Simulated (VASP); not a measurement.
Data:

```
CELL_PARAMETERS angstrom
      0.00000     2.29377     2.29377
      2.29377     0.00000     2.29377
      2.29377     2.29377     0.00000
ATOMIC_POSITIONS crystal
  B  0.00000 0.00000 0.00000
  P  0.25000 0.25000 0.25000
```

Method: optB86b-vdW, VASP's PBE PAW potentials (set 64) (plane waves; VASP). Settings: 520 eV cut-off, 10×10×10 Γ-centred mesh, Gaussian smearing of 0.050 eV, potentials B P.

Task: Predict the energy per atom (σ→0), pressure.

Result: 
| Item | Value |
|---|---|
| energy per atom (σ→0) | -5.544 eV/atom |
| pressure | -4.58 GPa |

The absolute energy has meaning only against runs of the same code, potentials and settings.

The compound is BP in the zinc blende structure. This cell is one point of a volume scan, at 1.03 of the reference volume.
